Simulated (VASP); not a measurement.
Computed with PBE GGA, VASP's PBE PAW potentials (set 64) (plane waves; VASP).

VASP input:

### POSCAR
```
Ga3Cu
1
   -1.8051600000     1.8051600000     4.0208930000
    1.8051600000    -1.8051600000     4.0208930000
    1.8051600000     1.8051600000    -4.0208930000
Ga Cu
3 1
Direct
  0.5000000000   0.5000000000   0.0000000000
  0.7500000000   0.2500000000   0.5000000000
  0.2500000000   0.7500000000   0.5000000000
  0.0000000000   0.0000000000   0.0000000000
```

File KPOINTS:
```
K-points
0
Gamma
  7 7 7
```

**INCAR**
```
SYSTEM = Ga3Cu
PREC = Accurate
ENCUT = 300
EDIFF = 1E-6
NELM = 100
ALGO = Normal
LREAL = .FALSE.
LASPH = .TRUE.
ISMEAR = 0
SIGMA = 0.2
GGA = PE
LMAXMIX = 4
LWAVE = .FALSE.
LCHARG = .FALSE.
ISIF = 2
```

POTCAR, in this order: Ga_d Cu (PBE.64 set). Program: vasp_std.

The run wrote:

OSZICAR:
```
       N       E                     dE             d eps       ncg     rms          rms(c)
DAV:   1     0.293594285339E+03    0.29359E+03   -0.17426E+04  2604   0.245E+03
DAV:   2     0.184606315274E+02   -0.27513E+03   -0.26686E+03  2436   0.455E+02
DAV:   3    -0.122516132085E+02   -0.30712E+02   -0.30026E+02  2658   0.143E+02
DAV:   4    -0.130101058945E+02   -0.75849E+00   -0.75327E+00  2756   0.262E+01
DAV:   5    -0.130365451303E+02   -0.26439E-01   -0.26429E-01  3124   0.482E+00    0.120E+01
DAV:   6    -0.143680397930E+02   -0.13315E+01   -0.35673E+01  3048   0.104E+02    0.101E+01
DAV:   7    -0.113983994857E+02    0.29696E+01   -0.91130E+00  3226   0.607E+01    0.241E+00
DAV:   8    -0.113856683285E+02    0.12731E-01   -0.22285E+00  3394   0.252E+01    0.234E+00
DAV:   9    -0.113055094551E+02    0.80159E-01   -0.36782E-01  3140   0.115E+01    0.244E-01
DAV:  10    -0.113065278907E+02   -0.10184E-02   -0.24313E-02  2964   0.137E+00    0.122E-01
DAV:  11    -0.113063180559E+02    0.20983E-03   -0.14660E-03  3050   0.843E-01    0.495E-02
DAV:  12    -0.113062865011E+02    0.31555E-04   -0.35019E-04  3286   0.474E-01    0.968E-03
DAV:  13    -0.113062902426E+02   -0.37415E-05   -0.56780E-05  2904   0.132E-01    0.643E-03
DAV:  14    -0.113062897572E+02    0.48540E-06   -0.11373E-05  2968   0.556E-02    0.182E-03
DAV:  15    -0.113062896183E+02    0.13886E-06   -0.69626E-07  1430   0.229E-02
   1 F= -.11306290E+02 E0= -.11292615E+02  d E =-.273486E-01
```

File OUTCAR:
```
------------------------ aborting loop because EDIFF is reached ----------------------------------------
  FORCE on cell =-STRESS in cart. coord.  units (eV):
  Direction    XX          YY          ZZ          XY          YZ          ZX
  --------------------------------------------------------------------------------------
  Total        9.1512373      9.1512373      7.0985325      0.0000000     -0.0000000     -0.0000000
  in kB      279.7541172    279.7541172    217.0027544      0.0000000     -0.0000000     -0.0000000
  external PRESSURE =     258.8369962 kB  Pullay stress =       0.0000000 kB
  volume of cell :       52.41
      direct lattice vectors                 reciprocal lattice vectors
    -1.805160000  1.805160000  4.020893000     0.000000000  0.276983758  0.124350486
     1.805160000 -1.805160000  4.020893000     0.276983758  0.000000000  0.124350486
     1.805160000  1.805160000 -4.020893000     0.276983758  0.276983758  0.000000000
 POSITION                                       TOTAL-FORCE (eV/Angst)
 -----------------------------------------------------------------------------------
      0.00000      0.00000      4.02089         0.000000      0.000000      0.000000
     -0.00000      1.80516      2.01045         0.000000     -0.000000     -0.000000
      1.80516     -0.00000      2.01045        -0.000000      0.000000      0.000000
      0.00000      0.00000      0.00000         0.000000      0.000000      0.000000
 -----------------------------------------------------------------------------------
    total drift:                                0.000000      0.000000      0.000000
  FREE ENERGIE OF THE ION-ELECTRON SYSTEM (eV)
  ---------------------------------------------------
  free  energy   TOTEN  =       -11.3062896183 eV

  energy  without entropy=      -11.2789410576  energy(sigma->0) =      -11.29261534
```
(Selected blocks of OUTCAR.)

At this cut-off the stress carries a Pulay error, which pulls relaxed volumes low.

The structure was generated: Ga3Cu was put into an ordered model structure, which need not be its known phase. The cell was not relaxed at this level. The k-mesh is coarse (spacing up to 0.35 per Å, 2π included), so the numbers may not be converged in it.
